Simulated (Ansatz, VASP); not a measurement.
# Cross-check of ZnS (Wurtzite-2H) between VASP and Ansatz

Wanted: the spread between two codes on one cell, functional and k mesh. The cell is taken from a series of runs on this material, whose earlier steps may have relaxed, scaled, displaced or heated it; both programs get it as it stands.

Main program and level: Ansatz 0.2.0; plane waves, with VASP 6.6.1 beside it; zone-centre phonons at PBE.

**1. The structure**

The structure is hexagonal, space group P6_3mc (No. 186). The conventional cell has a = 3.819 Å, b = 3.819 Å, c = 6.266 Å, α = 90.00°, β = 90.00°, γ = 120.00°. Nearest to S lie 4 Zn at 2.34 to 2.35 Å. Zn has 4 S at 2.34 to 2.35 Å nearest. Farther neighbours and most contacts between anions are not listed.

**2. Ansatz: zone-centre phonons, PBE**

Ansatz runs on its PAW soft_1 files.

Second derivatives magnify differences that forces hide, and they need a tight electronic threshold.

The input, input.yaml:

```yaml
crystal:
  lattice:
    - [3.8186568612, 0.0, 0.0]
    - [-1.9093284306, 3.3070538501, 0.0]
    - [0.0, 0.0, 6.2659093752]
  atoms:
    - { symbol: S, position: [0.3333333333, 0.6666666667, 0.3796445775] }
    - { symbol: S, position: [0.6666666667, 0.3333333333, 0.8796445775] }
    - { symbol: Zn, position: [0.3333333333, 0.6666666667, 0.0053554225] }
    - { symbol: Zn, position: [0.6666666667, 0.3333333333, 0.5053554225] }
kpoints:
  mp_grid: { grid: [12, 12, 8] }
hamiltonian:
  xc: pbe
  pseudopotentials: { kind: paw, azcp: { folder: soft_1 } }
scf:
  occupations: { method: fixed }
output:
  eigenvalues: true
phonons:
  method: dfpt
  dielectric: true
  rigid_motions: translations
```

Started as:

```sh
> ansatz run input.yaml --threads 8 --pin off --max-ram 16384MiB --backend cpu --events-out ev --progress --plain --runs-dir out
```

Numbers of over 12 decimals in the logs are rounded to 6 here.

The program printed:

```text
Engine: ansatz 0.2.0, x86_64-unknown-linux-gnu
Pseudopotentials: kind: paw
Pseudopotential: S, paw, valence charge 6, recommended cutoff 420 eV (normal), soft_1/S.paw.azcp
Pseudopotential: Zn, paw, valence charge 12, recommended cutoff 420 eV (normal), soft_1/Zn.paw.azcp
Functional definition: PBE
  parameter kappa = 0.804
  parameter beta = 0.066725
  exchange = pbe_x(kappa = kappa, mu = beta*pi^2/3)
  correlation = pbe_c(beta = beta)
Crystal: 4 atoms, lattice volume = 79.129 Å³
Basis set: ecut = 420 eV, 1545 PW (Γ), exchange–correlation on 54×54×96 points (8 copies of the dense FFT grid, shifted against one another)
Bands: 22, of which v1, the nominal top of the filled ones, is band 18 counted from 1 (17 counted from 0)
Symmetry: 12 space group operations
k-points: 320 of 1152 (irreducible under 2 space group operations, time reversal used)
Non-local potential: S, projectors of the file, l = 0: 2, l = 1: 2, l = 2: 1
Non-local potential: Zn, projectors of the file, l = 0: 2, l = 1: 2, l = 2: 3, l = 3: 1
PAW form: soft (Blöchl's): semilocal exchange-correlation on the pseudo side does not see the compensation charge
PAW one-centre angular grid: S, 110 points (default); XC on 64 Gauss nodes
PAW one-centre angular grid: Zn, 590 points (default); XC on 64 Gauss nodes
Initial density: superposition of atomic densities (chi_scale 0.1, normalization cell, long waves kept (reshape's long-wave potential 0.00 eV rms))
Initial wavefunctions: pseudopotential atomic-orbital guess
Functional: x = pbe(κ = 0.804, μ = 0.219515), c = pbe(β = 0.066725)
SCF iter   1: F=—  HF=-8445.644389 eV  |F-HF|=—  |Δ(HF+E_count)|=         —  Δρ=4.13e-2  dr2=8.24e-1  ethr=3.10e-3  ⟨swp⟩=5.1  Hψ=34988  notcnv=0  defer=614
preconditioner: auto → Resta (q_TF=auto, 2.393 Å⁻¹)  ε∞=6.2  [insulator: Δε(μ)=2.362 eV  Ē_g=10.972 eV  n_scr=22 (ndim 8)  ℏωp=25.0 eV  f_vac=0.007  ε∞_Penn≈6.2]
SCF iter   2: F=—  HF=-8445.479621 eV  |F-HF|=—  |Δ(HF+E_count)|=   1.65e-1  Δρ=1.62e-2  dr2=1.76e-1  ethr=2.29e-3  ⟨swp⟩=2.0  Hψ=15041  notcnv=0  defer=631
SCF iter   3: F=—  HF=-8445.459133 eV  |F-HF|=—  |Δ(HF+E_count)|=   2.05e-2  Δρ=1.09e-2  dr2=6.16e-2  ethr=4.90e-4  ⟨swp⟩=2.0  Hψ=12803  notcnv=0  defer=637
SCF iter   4: F=—  HF=-8445.449703 eV  |F-HF|=—  |Δ(HF+E_count)|=   9.43e-3  Δρ=3.13e-3  dr2=5.55e-3  ethr=1.71e-4  ⟨swp⟩=2.0  Hψ=15363  notcnv=0  defer=637
SCF iter   5: F=—  HF=-8445.453060 eV  |F-HF|=—  |Δ(HF+E_count)|=   3.36e-3  Δρ=5.48e-4  dr2=3.00e-4  ethr=1.54e-5  ⟨swp⟩=3.1  Hψ=13361  notcnv=0  defer=637
SCF iter   6: F=—  HF=-8445.453590 eV  |F-HF|=—  |Δ(HF+E_count)|=   5.30e-4  Δρ=2.91e-4  dr2=7.59e-5  ethr=8.32e-7  ⟨swp⟩=2.1  Hψ=12999  notcnv=0  defer=637
SCF iter   7: F=—  HF=-8445.453708 eV  |F-HF|=—  |Δ(HF+E_count)|=   1.17e-4  Δρ=8.87e-5  dr2=2.66e-6  ethr=2.11e-7  ⟨swp⟩=2.0  Hψ=13296  notcnv=0  defer=632
SCF iter   8: F=—  HF=-8445.453711 eV  |F-HF|=—  |Δ(HF+E_count)|=   3.40e-6  Δρ=2.18e-5  dr2=2.58e-7  ethr=7.39e-9  ⟨swp⟩=2.0  Hψ=11919  notcnv=0  defer=31
SCF iter   9: F=—  HF=-8445.453711 eV  |F-HF|=—  |Δ(HF+E_count)|=   3.29e-7  Δρ=3.12e-6  dr2=8.90e-9  ethr=7.18e-10  ⟨swp⟩=2.0  Hψ=12645  notcnv=0  defer=31
SCF iter  10: F=—  HF=-8445.453711 eV  |F-HF|=—  |Δ(HF+E_count)|=   1.47e-8  Δρ=5.07e-7  dr2=2.40e-10  ethr=2.47e-11  ⟨swp⟩=2.0  Hψ=12800  notcnv=0  defer=31
SCF iter  11: F=-8445.453711 eV  HF=-8445.453711 eV  |F-HF|=3.09e-11  |Δ(HF+E_count)|=  2.35e-10  Δρ=1.73e-7  dr2=1.84e-11  ethr=1.00e-12  ⟨swp⟩=10.9  Hψ=54495  notcnv=0
SCF 1 converged in 11 iterations: F = -8445.453711 eV  dr2 = 1.84e-11
  greatest PAW one-centre occupation: 0.983 electrons in one spin orbital (limit 2), on the Zn atom at site 2 (counted from 0), in its partial waves of l = 2
DFPT response loops at Γ: preconditioner auto → Resta (q_TF=auto, 2.393 Å⁻¹)  ε∞=5.3 (no band partly filled); β = 1.00, the filter's whole step (`scf.mixing.beta` (0.50) is not read by the response loops at its default; to damp them type it under 1.00, their step now; it binds the ground state too); Broyden in place of MSR1
── the response to a field inside a basis, on 12×12×8 k-points: an SCF that follows is theirs, and a resumed run solves both again ──
Bands: 19, of which v1, the nominal top of the filled ones, is band 18 counted from 1 (17 counted from 0)
k-points: 168 of 1152 (irreducible under 4 space group operations, time reversal used)
Initial density: handed on by an earlier stage of this run
Initial wavefunctions: pseudopotential atomic-orbital guess (no wavefunctions were taken with the density)
Eigensolver: Dense (168 Hₖ)
SCF iter   1: F=—  HF=-8445.450379 eV  |F-HF|=—  |Δ(HF+E_count)|=         —  Δρ=1.51e-4  dr2=5.69e-6  ethr=1.00e-1
preconditioner: auto → Resta (q_TF=auto, 2.393 Å⁻¹)  ε∞=7.9  [insulator: Δε(μ)=2.390 eV  Ē_g=9.531 eV  n_scr=22 (ndim 8)  ℏωp=25.0 eV  f_vac=0.039  ε∞_Penn≈7.9]
SCF iter   2: F=—  HF=-8445.450380 eV  |F-HF|=—  |Δ(HF+E_count)|=   1.59e-6  Δρ=2.07e-4  dr2=1.54e-5  ethr=1.58e-8
SCF iter   3: F=—  HF=-8445.450380 eV  |F-HF|=—  |Δ(HF+E_count)|=   3.26e-7  Δρ=2.15e-5  dr2=8.31e-8  ethr=1.58e-8
SCF iter   4: F=-8445.450379 eV  HF=-8445.450379 eV  |F-HF|=7.02e-8  |Δ(HF+E_count)|=   1.20e-6  Δρ=1.04e-5  dr2=1.99e-8  ethr=2.31e-10
SCF 1 converged in 4 iterations: F = -8445.450379 eV  dr2 = 1.99e-8
  greatest PAW one-centre occupation: 0.983 electrons in one spin orbital (limit 2), on the Zn atom at site 3 (counted from 0), in its partial waves of l = 2
DFPT response loops at Γ: preconditioner auto → Resta (q_TF=auto, 2.393 Å⁻¹)  ε∞=5.0 (no band partly filled); β = 1.00, the filter's whole step (`scf.mixing.beta` (0.50) is not read by the response loops at its default; to damp them type it under 1.00, their step now; it binds the ground state too); Broyden in place of MSR1
SCF converged after 11 iterations
Free energy (F): -8445.453711 eV
Harris-Foulkes:  -8445.453711 eV  (|F-HF|=3.09e-11)
Internal energy: -8445.453711 eV  (E = F + TS)
E sigma→0 (E₀):  -8445.453711 eV
Fermi energy:    5.753549 eV
--- Per-component energies (eV) ---
  E_band       = 8.619137
  E_kinetic    = 506.462480
  E_local      = -4544.648354  (includes V_loc(G=0)·N_el)
  E_nonlocal   = 1709.611911
  E_hartree    = 1732.378982
  E_xc         = -334.742189
  E_vxc        = -267.509392  (∫ρ·V_xc dr)
  E_paw        = -5013.022150  (= ΣΔE_a)
  E_vpaw       = -860.054750  (= ΣTr[D̂ρ^β])
  E_aug_tail   = -0.000513  (compensation charges beyond the density's cutoff)
  E_ewald      = -2501.493879
  E_smearing   = -0.000000  (= −TS)
  E_closure    = 0.000000  (closes the sum)
  Σ components = -8445.453711   (vs F -8445.453711, Δ=0.00e0)
--- Band table (eV; the first three rows and the last of 320) ---
  k-point 0: bands = [... 14 lower, 4.8692, 5.6722, 5.7535, 5.7535, 7.9158, 8.8394, 12.0459, 12.0459]
  k-point 1: bands = [... 14 lower, 4.9001, 5.3188, 5.7166, 5.7166, 8.2323, 8.8783, 12.0676, 12.0676]
  k-point 2: bands = [... 14 lower, 4.9891, 4.9891, 5.6131, 5.6131, 8.8134, 8.9896, 11.9902, 12.1412]
  k-point 319: bands = [... 14 lower, 3.2436, 3.2436, 4.3087, 4.3087, 10.1977, 10.1977, 12.0575, 12.0575]
--- Phonons (Γ-DFPT): 4 representative perturbations + reference, on 320 of 1152 k-points (Σ response iterations 13) ---
  k mesh reduced under 2 symmetry operations, with k and −k counted as one. Each operation leaves every solved perturbation unchanged. A smaller set is not considered because the run solves the response to a homogeneous field
  ASR residual: 1.209e-4 → 0.000e0 eV/Å²; symmetrization residual: 1.205e-5 eV/Å²
  ASR residual per site (eV/Å²): 5.93e-5 5.93e-5 1.21e-4 1.21e-4
  Γ frequencies (cm⁻¹): 0.00 0.00 0.00 68.66 68.66 191.27 267.12 272.16 272.16 278.24 278.24 330.59
  ε∞ (high-frequency dielectric tensor):
        5.808707    -0.000000    -0.000000
        0.000000     5.808707     0.000000
       -0.000000     0.000000     5.927293
  ε⁰ (static dielectric tensor: ions relaxed, cell fixed):
        8.726954     0.000000    -0.000000
        0.000000     8.726954    -0.000000
       -0.000000    -0.000000     9.288594
  ε⁰ − ε∞ (ionic part):
        2.918247     0.000000    -0.000000
        0.000000     2.918247    -0.000000
       -0.000000    -0.000000     3.361301
  softest optical mode at Γ: 68.66 cm⁻¹; the repairs (sum rule, projections) moved no ω² at Γ by more than (1.32 cm⁻¹)²
  Born effective charges Z* (e; rows j = field, columns β = displacement):
    site 0:
        -1.93359    0.00000   -0.00000
         0.00000   -1.93359    0.00000
         0.00000    0.00000   -2.03674
    site 1:
        -1.93359    0.00000    0.00000
        -0.00000   -1.93359   -0.00000
        -0.00000   -0.00000   -2.03674
    site 2:
         1.93359   -0.00000   -0.00000
         0.00000    1.93359    0.00000
        -0.00000    0.00000    2.03674
    site 3:
         1.93359   -0.00000   -0.00000
        -0.00000    1.93359   -0.00000
         0.00000   -0.00000    2.03674
  Z* charge neutrality: 5.267e-4 e pre-enforcement
  solved inside a basis spanned on kpoints, on 12×12×8 k-points, its susceptibility summed on 16×16×8: ε∞ is read to err by 1.9e-2, Z* by 1.3e-2 e (field_mesh: kpoints solves on kpoints); Z* is corrected for what the basis lacks
  optical modes at Γ without the LO–TO term, one row a degenerate level:
      ω (cm⁻¹)  modes    IR ((D/Å)²/amu)
         68.66      2             0.0000
        191.27      1             0.0000
        267.12      1             8.8980
[...]
optical modes at Γ + LO–TO along q̂ = [1.0000, 0.0000, 0.0000]:
      ω (cm⁻¹)  modes    IR ((D/Å)²/amu)
[...]
optical modes at Γ + LO–TO along q̂ = [0.0000, 1.0000, 0.0000]:
      ω (cm⁻¹)  modes    IR ((D/Å)²/amu)
[...]
330.59      1             0.0000
        333.59      1             8.0196
  optical modes at Γ + LO–TO along q̂ = [0.0000, 0.0000, 1.0000]:
      ω (cm⁻¹)  modes    IR ((D/Å)²/amu)
         68.66      2             0.0000
        191.27      1             0.0000
        272.16      2            16.0391
        278.24      2             0.0000
        330.59      1             0.0000
        334.39      1             8.8980
```

[end of part 1 of 3]

[Lines on the potential files, build, host, timing and source positions are cut from VASP's logs without a mark.]

[Logs are printed without paths, hosts, clocks, repeated set-up lines and the standing remarks that a program may print on its own settings, such as how far it seeks lower states.]

[Hosts, paths, dates, database ids (printed as entryN), source tags and the programs' standing remarks are cut or masked in the printed files.]
